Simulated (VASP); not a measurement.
Input:

```
Ho
1.0
    1.78404    -3.09005     0.00000
    1.78404     3.09005     0.00000
    0.00000     0.00000     5.45315
Ho
2
Direct
  0.33333   0.66667   0.25000
  0.66667   0.33333   0.75000
```

Calculation: SCAN meta-GGA, VASP's PBE PAW potentials (set 64) (plane waves; VASP 6.6.1). Settings: 520 eV cut-off, 11×11×6 Γ-centred mesh, first-order Methfessel-Paxton smearing of 0.10 eV, potentials Ho_3.

The 4f electrons are frozen in the core of the lanthanide potential, so 4f levels, which can set the real gap, and their magnetism are missing.

Question: Estimate the energy per atom (σ→0), band gap (on the k-mesh) with the smallest direct gap where there is one.

Answer: 
```json
{
  "band gap (on the k-mesh)": "none (metal, semimetal or under 0.01 eV)",
  "energy per atom (σ→0)": "-49.014 eV/atom"
}
```

Only differences to runs with the same potentials and settings are physical.

The compound is Ho in the hcp structure. It was relaxed first. The start is the result of an earlier pass.
